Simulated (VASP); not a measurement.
**CdGe2: relaxation of cell and atoms with PBE**

CdGe2:

```xyz
6
Lattice="0.0000 3.9118 3.9118 3.9118 0.0000 3.9118 3.9118 3.9118 0.0000" Properties=species:S:1:pos:R:3 pbc="T T T"
Cd    0.0000    0.0000    0.0000
Cd    1.9559    1.9559    1.9559
Ge    4.8898    4.8898    4.8898
Ge    4.8898    2.9339    2.9339
Ge    2.9339    2.9339    4.8898
Ge    2.9339    4.8898    2.9339
```

The cell was built by a generator and needn't be a form met in nature.

```json
{
 "Program": "VASP 6.6.1",
 "Task": "relaxation of cell and atoms",
 "Functional": "PBE",
 "Potentials or basis": "VASP PAW PBE potentials, release 64 (Cd, Ge_d)",
 "Cutoff": "600 eV",
 "k mesh": "4 × 4 × 4",
 "Occupations": "gaussian, width 0.1 eV",
 "Spin": "no spin polarisation",
 "Dipole correction": "no",
 "Further INCAR settings": "ALGO = Fast; EDIFF = 1e-06; IBRION = 2; EDIFFG = -0.04; NSW = 90; ISIF = 3"
}
```

- Relaxed volume: 22.23 Å³/atom
- Relaxed cell: a = 5.735 Å, b = 5.735 Å, c = 5.735 Å, α = 60.00°, β = 60.00°, γ = 60.00°
- Space group after relaxing (to 0.05 Å): Fd-3m (No. 227)
- Energy gained by relaxing: 46.2 meV/atom
- Ionic steps: 3
- Pressure after relaxing: 0.1 GPa
- Band gap on the k mesh: none (metal or under the smearing width)

Step by step:
```tsv
step	energy change (eV)	largest force (eV/Å)	pressure (GPa)	volume (Å³)
1	0.0000	0.0000	7.14	119.72
2	-0.2711	0.0000	-0.87	135.81
3	-0.2774	0.0000	0.10	133.38
```

Final structure:
```xyz
6
Lattice="0.0000 4.0553 4.0553 4.0553 0.0000 4.0553 4.0553 4.0553 0.0000" Properties=species:S:1:pos:R:3 pbc="T T T"
Cd    0.0000    0.0000    0.0000
Cd    2.0276    2.0276    2.0276
Ge    5.0691    5.0691    5.0691
Ge    5.0691    3.0414    3.0414
Ge    3.0414    3.0414    5.0691
Ge    3.0414    5.0691    3.0414
```

Levels at points of the mesh, in eV from the Fermi level:
```tsv
k point	band 38	band 39	band 40	band 41	band 42	band 43
(0.00, 0.00, 0.00)	-3.45	-3.21	-1.21	-1.21	0.41	0.97
(0.50, 0.00, 0.00)	-1.89	-1.38	0.01	0.01	0.38	0.41
(0.50, 0.50, 0.00)	-0.47	-0.35	-0.35	0.44	0.44	0.79
```

It took 3.4 min on 1 thread of Intel(R) Xeon(R) Platinum 8375C CPU @ 2.90GHz (Ice Lake), with other jobs on the host, peak memory 0.35 GiB.
